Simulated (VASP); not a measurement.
All values below come from HSE06 screened hybrid, VASP's PBE PAW potentials (set 64) (plane waves; VASP 6.6.1).

A VASP calculation is set up with these files.

### INCAR
```
# general
SYSTEM  =WS2
PREC    =Accurate
ENCUT   =400
LREAL   =F
LASPH   =T
ISYM    =3

# electronic loop
EDIFF   =1E-6
NELM    =60
ALGO    =Normal
LMAXMIX =6

# smearing
ISMEAR  =0
SIGMA   =0.05

# functional
GGA     =PE
LHFCALC =T
AEXX    =0.25
HFSCREEN=0.2
PRECFOCK=Fast

# ions
ISIF    =2

# output
LWAVE   =F
LCHARG  =F
```

**POSCAR**
```
WS2
1
    3.1862490822     0.0000000000     0.0000000000
   -1.5931245411     2.7593724541     0.0000000000
    0.0000000000     0.0000000000    17.0226359113
W S
1 2
Direct
  1.0000000000   0.0000000000   0.0000000000
  0.3333330000   0.6666670000   0.9077209339
  0.3333330000   0.6666670000   0.0922790661
```

KPOINTS_OPT:
```
k-points along high-symmetry lines
7
Line-mode
Reciprocal
  0.000000   0.000000   0.000000 ! GAMMA
  0.500000   0.000000   0.000000 ! M

  0.500000   0.000000   0.000000 ! M
  0.333333   0.333333   0.000000 ! K

  0.333333   0.333333   0.000000 ! K
  0.000000   0.000000   0.000000 ! GAMMA

  0.000000   0.000000   0.000000 ! GAMMA
  0.000000   0.000000   0.500000 ! A

  0.000000   0.000000   0.500000 ! A
  0.500000   0.000000   0.500000 ! L

  0.500000   0.000000   0.500000 ! L
  0.333333   0.333333   0.500000 ! H

  0.333333   0.333333   0.500000 ! H
  0.000000   0.000000   0.500000 ! A

  0.500000   0.000000   0.500000 ! L
  0.500000   0.000000   0.000000 ! M

  0.333333   0.333333   0.500000 ! H
  0.333333   0.333333   0.000000 ! K
```

File KPOINTS:
```
Automatic
0
gamma
6 6 1
0 0 0
```

POTCAR, in this order: W_sv S (PBE.64 set). Program: vasp_std. Read from the step before: WAVECAR.

**Question.** What will the output report for the number of irreducible k-points (NKPTS), largest plane-wave count, number of space-group operations, FFT grid (NGX, NGY, NGZ)?

**Answer.** 
* **number of irreducible k-points (NKPTS)**: 7
* **largest plane-wave count**: 2737
* **number of space-group operations**: 12
* **FFT grid (NGX, NGY, NGZ)**: 24 × 24 × 112

The cell is a sheet with vacuum, built from a database entry that may be metastable or hypothetical. The cell's shape comes from a PBE relaxation.
